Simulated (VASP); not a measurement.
An input for Quantum ESPRESSO's pw.x (written as the equivalent of a VASP run, and not itself run):

```
&CONTROL
  calculation = 'relax'
  pseudo_dir = './pseudo'
  outdir = './out'
  tprnfor = .true.
  tstress = .true.
  nstep = 30
  forc_conv_thr = 0.00039
/
&SYSTEM
  ibrav = 0
  nat = 2
  ntyp = 1
  ecutwfc = 102
  occupations = 'smearing'
  smearing = 'methfessel-paxton'
  degauss = 0.00735
  input_dft = 'pbesol'
/
&ELECTRONS
  conv_thr = 7.3e-09
  electron_maxstep = 100
/
&IONS
/
ATOMIC_SPECIES
  Cd 112.414 Cd.upf
CELL_PARAMETERS angstrom
     1.5161158   -2.5816582    0.0000000
     1.4393310    2.5373265    0.0000000
     0.0000000    0.0000000    5.4695750
ATOMIC_POSITIONS crystal
  Cd   0.3333330  0.6666670  0.2500000
  Cd   0.6666670  0.3333330  0.7500000
K_POINTS automatic
  14 14 6 0 0 0
```

Q: Write the VASP files for the same calculation (PBEsol).

A: Several could match; the one computed here: 
KPOINTS:
```
Automatic
0
Gamma
 14 14 6
```

INCAR:
```
! general
SYSTEM  = Cd
PREC    = Accurate
ENCUT   = 480
LREAL   = .FALSE.   ! projection in real space or not
LASPH   = .TRUE.

! electronic loop
EDIFF   = 1E-7
NELM    = 100   ! most electronic steps
ALGO    = Normal
LMAXMIX = 4   ! l cut-off of mixed one-centre charges

! smearing
ISMEAR  = 1
SIGMA   = 0.1   ! width (eV)

! functional
GGA     = PS   ! PBEsol

! ions
IBRION  = 2   ! conjugate gradients
NSW     = 30   ! most ionic steps
ISIF    = 2
EDIFFG  = -0.01

! output
LWAVE   = .FALSE.
LCHARG  = .FALSE.
```

### POSCAR
```
Cd
1.0
  1.5161157926  -2.5816581625   0.0000000000
  1.4393310233   2.5373264602   0.0000000000
  0.0000000000   0.0000000000   5.4695750432
Cd
2
Direct
  0.3333330000   0.6666670000   0.2500000000
  0.6666670000   0.3333330000   0.7500000000
```

POTCAR, in this order: Cd (PBE.64 set). Program: vasp_std.

The two are equivalent in intent, not identical: the potentials are each code's own (VASP's PAW set, PseudoDojo norm-conserving files in pw.x), so ENCUT and ecutwfc are chosen apart and not converted; conv_thr bounds pw.x's estimated SCF error, while EDIFF bounds the energy change between steps; forc_conv_thr acts on force components and is met together with etot_conv_thr.

The compound is Cd in the hcp structure. This cell was strained or had an atom moved on purpose. Symmetry was kept, so distortions that lower it aren't found.
